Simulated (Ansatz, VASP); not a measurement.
Al6SiSe3: VASP beside Ansatz

Contents of INCAR:

```
SYSTEM = Al6SiSe3
PREC = Accurate
ENCUT = 600
EDIFF = 1E-6
ISMEAR = 0
SIGMA = 0.1
LREAL = .False.
LASPH = .True.
NELM = 100
ALGO = Normal
ISIF = 3
LWAVE = .False.
LCHARG = .False.
GGA = PE
IBRION = 2
NSW = 100
EDIFFG = -0.01
```

File KPOINTS:

```
regular mesh
0
Gamma
  6 6 6
  0 0 0
```

The input POSCAR:

```
Al6SiSe3
1.0
    6.0899723902      0.0000000000      0.0000000000
    0.0000000000      6.0899723902      0.0000000000
    0.0000000000      0.0000000000      6.0899723902
Al Si Se
6 1 3
Direct
    0.1930156988      0.5000000000      0.5000000000
    0.8069843012      0.5000000000      0.5000000000
    0.5000000000      0.1930156988      0.5000000000
    0.5000000000      0.8069843012      0.5000000000
    0.5000000000      0.5000000000      0.1930156988
    0.5000000000      0.5000000000      0.8069843012
    0.0000000000      0.0000000000      0.0000000000
    0.5000000000      0.0000000000      0.0000000000
    0.0000000000      0.5000000000      0.0000000000
    0.0000000000      0.0000000000      0.5000000000
```

Input for Ansatz:

```yaml
crystal:
  lattice:
    - [6.0899723902, 0.0, 0.0]
    - [0.0, 6.0899723902, 0.0]
    - [0.0, 0.0, 6.0899723902]
  atoms:
    - { symbol: Al, position: [0.1930156988, 0.5, 0.5] }
    - { symbol: Al, position: [0.8069843012, 0.5, 0.5] }
    - { symbol: Al, position: [0.5, 0.1930156988, 0.5] }
    - { symbol: Al, position: [0.5, 0.8069843012, 0.5] }
    - { symbol: Al, position: [0.5, 0.5, 0.1930156988] }
    - { symbol: Al, position: [0.5, 0.5, 0.8069843012] }
    - { symbol: Si, position: [0.0, 0.0, 0.0] }
    - { symbol: Se, position: [0.5, 0.0, 0.0] }
    - { symbol: Se, position: [0.0, 0.5, 0.0] }
    - { symbol: Se, position: [0.0, 0.0, 0.5] }
basis:
  ecutwfc: 420
kpoints:
  mp_grid: { grid: [6, 6, 6] }
hamiltonian:
  xc: pbe
scf:
  occupations: { method: gaussian, width: 0.1 }
output:
  forces: true
  stress: true
  eigenvalues: true
relax:
  adjacent_minimum: "off"
  f_tol: 0.01
  max_steps: 80
  cell: { stress_tol: 0.05 }
```

Alike in both runs: task relaxation of cell and atoms; functional PBE; k mesh 6 × 6 × 6; occupations gaussian, width 0.1 eV; no spin polarisation.

|  | VASP | Ansatz |
| --- | --- | --- |
| version | VASP 6.6.1 | Ansatz 0.2.0 |
| potentials or method | VASP PAW PBE potentials, release 64 (Al, Si, Se) | scalar-relativistic, plane waves, PAW |
| plane-wave cutoff (eV) | 600 | 420 |
| valence electrons in the cell | 40 | 70 |

|  | VASP | Ansatz | Ansatz less VASP |
| --- | --- | --- | --- |
| gap on the k mesh at the Fermi level, each at its own relaxed structure (eV) | none | none | - |
| relaxed volume (Å³/atom) | 22.59 | 22.59 | +0.001 |
| relaxed cell length with the largest relative difference (Å) | 6.090 | 6.091 | +0.0001 |

A gap of «none» marks a metal or a gap that the smearing closes. The two sets of potentials don't hold the same shells in valence.
